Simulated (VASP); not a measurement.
Level of theory: PBEsol GGA, VASP's PBE PAW potentials (set 64) (plane waves; VASP).

A VASP calculation is set up with these files.

POSCAR:
```
CoAl
1
    2.8230289982    -0.0000000000    -0.0000000000
   -0.0000000000     2.8230289982    -0.0000000000
    0.0000000000     0.0000000000     2.8230289982
Al Co
1 1
Direct
  0.5000000000   0.5000000000   0.5000000000
  0.0000000000   0.0000000000   0.0000000000
```

KPOINTS:
```
Automatic mesh
0
Gamma
12 12 12
0 0 0
```

### INCAR
```
SYSTEM  =  CoAl
PREC  =  Accurate; ENCUT  =  520; LREAL  =  .False.
LASPH  =  .True.
EDIFF  =  1E-6; NELM  =  100; ALGO  =  Normal
LMAXMIX  =  4
ISMEAR  =  1; SIGMA  =  0.1
GGA  =  PS
IBRION  =  2; NSW  =  60; ISIF  =  3
EDIFFG  =  -0.01
LWAVE  =  .False.; LCHARG  =  .False.
```

POTCAR, in this order: Al Co (PBE.64 set). Program: vasp_std.

The run wrote:

**OUTCAR**
```
 ion  position               nearest neighbor table
   1  0.500  0.500  0.500-   2 2.44   2 2.44   2 2.44   2 2.44   2 2.44   2 2.44   2 2.44   2 2.44
  LATTYP: Found a simple cubic cell.
 ALAT       =     2.8230289982
 Subroutine PRICEL returns:
 Original cell was already a primitive cell.
 Subroutine GETGRP returns: Found 48 space group operations
The static configuration has the point symmetry O_h .
The dynamic configuration has the point symmetry O_h .
 Subroutine INISYM returns: Found 48 space group operations
 Subroutine IBZKPT returns following result:
 Found     84 irreducible k-points:

 Following reciprocal coordinates:
            Coordinates               Weight
  0.000000  0.000000  0.000000      1.000000
  0.083333  0.000000  0.000000      6.000000
  0.166667  0.000000  0.000000      6.000000
  0.250000  0.000000  0.000000      6.000000
  0.333333  0.000000  0.000000      6.000000
  0.416667  0.000000  0.000000      6.000000
  0.500000  0.000000  0.000000      3.000000
  0.083333  0.083333  0.000000     12.000000
  0.166667  0.083333  0.000000     24.000000
  0.250000  0.083333  0.000000     24.000000
...
```

**OSZICAR**
```
       N       E                     dE             d eps       ncg     rms          rms(c)
DAV:   1     0.369308968055E+02    0.36931E+02   -0.54173E+03  1688   0.127E+03
DAV:   2    -0.136220781474E+02   -0.50553E+02   -0.47668E+02  1692   0.195E+02
DAV:   3    -0.149760812497E+02   -0.13540E+01   -0.13380E+01  2004   0.418E+01
DAV:   4    -0.150008155590E+02   -0.24734E-01   -0.24723E-01  2022   0.502E+00
DAV:   5    -0.150015756510E+02   -0.76009E-03   -0.76002E-03  1964   0.929E-01    0.136E+01
DAV:   6    -0.178539434761E+02   -0.28524E+01   -0.78904E+01  1872   0.135E+02    0.179E+01
DAV:   7    -0.131072709238E+02    0.47467E+01   -0.33984E+01  1842   0.848E+01    0.191E+00
DAV:   8    -0.130980352405E+02    0.92357E-02   -0.24327E-01  1768   0.439E+00    0.124E+00
DAV:   9    -0.130816439569E+02    0.16391E-01   -0.44117E-02  2066   0.292E+00    0.336E-01
DAV:  10    -0.130810112694E+02    0.63269E-03   -0.15221E-03  2016   0.551E-01    0.151E-01
DAV:  11    -0.130809950681E+02    0.16201E-04   -0.39616E-05  2202   0.627E-02    0.307E-02
DAV:  12    -0.130809875523E+02    0.75158E-05   -0.32800E-05  1974   0.808E-02    0.594E-03
DAV:  13    -0.130809874887E+02    0.63637E-07   -0.45380E-07   914   0.682E-03
   1 F= -.13080987E+02 E0= -.13080918E+02  d E =-.130810E+02
```

File OUTCAR:
```
------------------------ aborting loop because EDIFF is reached ----------------------------------------
  FORCE on cell =-STRESS in cart. coord.  units (eV):
  Direction    XX          YY          ZZ          XY          YZ          ZX
  --------------------------------------------------------------------------------------
  Total       -0.0004757     -0.0004757     -0.0004757      0.0000000      0.0000000     -0.0000000
  in kB       -0.0338797     -0.0338797     -0.0338797      0.0000000      0.0000000     -0.0000000
  external PRESSURE =      -0.0338797 kB  Pullay stress =       0.0000000 kB
  volume of cell :       22.50
      direct lattice vectors                 reciprocal lattice vectors
     2.823028998  0.000000000  0.000000000     0.354229447  0.000000000  0.000000000
     0.000000000  2.823028998  0.000000000     0.000000000  0.354229447  0.000000000
     0.000000000  0.000000000  2.823028998     0.000000000  0.000000000  0.354229447
 POSITION                                       TOTAL-FORCE (eV/Angst)
 -----------------------------------------------------------------------------------
      1.41151      1.41151      1.41151         0.000000      0.000000      0.000000
      0.00000      0.00000      0.00000         0.000000      0.000000      0.000000
 -----------------------------------------------------------------------------------
    total drift:                                0.000000      0.000000      0.000000
  FREE ENERGIE OF THE ION-ELECTRON SYSTEM (eV)
  ---------------------------------------------------
  free  energy   TOTEN  =       -13.0809874887 eV

  energy  without entropy=      -13.0807793727  energy(sigma->0) =      -13.08091812

 reached required accuracy - stopping structural energy minimisation
```
(Selected blocks of OUTCAR.)

The compound is CoAl in the CsCl type structure. It was relaxed first. The start is the result of an earlier pass. The run is not spin-polarised, so no magnetic state was tried.
